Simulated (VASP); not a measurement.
Consider the following.

```
CELL_PARAMETERS angstrom
      2.71024     0.00000     0.00000
     -1.35512     2.34714     0.00000
      0.00000     0.00000     3.51492
ATOMIC_POSITIONS crystal
  Mn 0.00000 0.00000 0.00000
  Si 0.66667 0.33333 0.50000
```

The numbers are results of PBEsol GGA, VASP's PBE PAW potentials (set 64) (plane waves; VASP 6.6.1), not measurements. Numerical set-up: 400 eV cut-off, Gaussian smearing of 0.050 eV, potentials Mn_pv Si.

### Question
Give the energies of bands 4 to 11 at the high-symmetry points, in eV from the Fermi level.

### Answer

```
band       Γ      M      K       A      L      H
----  ------  -----  -----  ------  -----  -----
4     -13.37  -7.62  -6.01  -11.65  -7.36  -5.79
5      -3.60  -6.70  -5.50   -7.89  -5.32  -5.26
6      -1.97  -3.46  -4.85   -1.13  -4.23  -3.58
7      -1.12  -2.91  -2.76   -1.01  -1.48  -3.30
8      -1.12  -0.40  -1.89   -1.01  -1.21  -1.78
9       0.19   1.10   0.45   -0.21  -0.39  -0.26
10      0.19   2.32   0.94   -0.21   1.11   2.78
11      5.59   4.66   2.26   10.42   2.70   3.43
```

It has no gap at this level: it comes out as a metal or semimetal.

The structure was generated: MnSi was put into the WC type (P-6m2), which need not be its known phase. It was relaxed first, which changed the volume by -22 %. The run is not spin-polarised, so no magnetic state was tried. The electron count is odd and the run is not spin-polarised, which forces a metal.
